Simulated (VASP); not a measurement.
Consider the following.

```cif
data_Mg4S4
_chemical_formula_sum 'Mg4 S4'
_space_group_name_H-M_alt 'Fm-3m'
_space_group_IT_number 225
_space_group_name_Hall '-F 4 2 3'
_cell_length_a 5.17987
_cell_length_b 5.17987
_cell_length_c 5.17987
_cell_angle_alpha 90.000
_cell_angle_beta 90.000
_cell_angle_gamma 90.000
loop_
_atom_site_label
_atom_site_type_symbol
_atom_site_symmetry_multiplicity
_atom_site_Wyckoff_symbol
_atom_site_fract_x
_atom_site_fract_y
_atom_site_fract_z
_atom_site_occupancy
Mg1 Mg 4 a 0.00000 0.00000 0.00000 1
S1 S 4 b 0.50000 0.50000 0.50000 1
```
(The calculation used a cell of 2 atoms; values per cell refer to that cell.)

Level of theory: MS2 meta-GGA, VASP's PBE PAW potentials (set 64) (plane waves; VASP 6.6.1). Settings: 520 eV cut-off, 9×9×9 Γ-centred mesh, Gaussian smearing of 0.050 eV, potentials Mg S.

Give the energy at these volumes per atom, relative to the lowest: 16.32, 16.84, 17.36, 17.89, 18.41 Å³.

18.1, 4.4, 0.0, 3.7, 14.3 meV/atom. A third-order Birch-Murnaghan fit gives B0 = 82.3 GPa and B0′ = 4.1.

Measured: bulk modulus 81.0 GPa at 0 K (computed value off by +1.6 %), a 5.188 Å at 0 K (computed value off by -0.2 %), as given by Tamar Goldzak et al., The Journal of Chemical Physics (2022), arXiv:2208.04865 [corrected for zero-point motion].

The compound is MgS in the rock salt structure. It was relaxed first.
